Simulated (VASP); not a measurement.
Input:

```yaml
crystal:
  lattice:
    - [-2.79778, 2.79778, 2.79778]
    - [2.79778, -2.79778, 2.79778]
    - [2.79778, 2.79778, -2.79778]
  atoms:
    - { symbol: Rb, position: [0.00000, 0.00000, 0.00000] }
```

Computed with SCAN meta-GGA, VASP's PBE PAW potentials (set 64) (plane waves; VASP 6.6.1). Run with 520 eV cut-off, 9×9×9 Γ-centred mesh, first-order Methfessel-Paxton smearing of 0.10 eV, potentials Rb_sv.

Question: What does the run give for the energy per atom (σ→0), band gap (on the k-mesh) with the smallest direct gap where there is one?

Answer: 
- band gap (on the k-mesh): none (metal, semimetal or under 0.01 eV)
- energy per atom (σ→0): -20.731 eV/atom

Total energies compare only between runs with the same potentials, cut-off and functional.

The compound is Rb in the bcc structure. This cell is one point of a volume scan, at 0.94 of the reference volume.
